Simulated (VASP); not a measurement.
Calculation: r2SCAN meta-GGA, VASP's PBE PAW potentials (set 64) (plane waves; VASP).

Gaps are without spin-orbit coupling.

Q: Order these relaxed crystals by band gap, smallest first: SiO2, P3_221 (154); BaTiO3, R3m (160); InP, P6_3mc (186); Se, P3_221 (154).

A: InP, P6_3mc (186) (1.11 eV), Se, P3_221 (154) (1.31 eV), BaTiO3, R3m (160) (2.75 eV), SiO2, P3_221 (154) (6.58 eV)
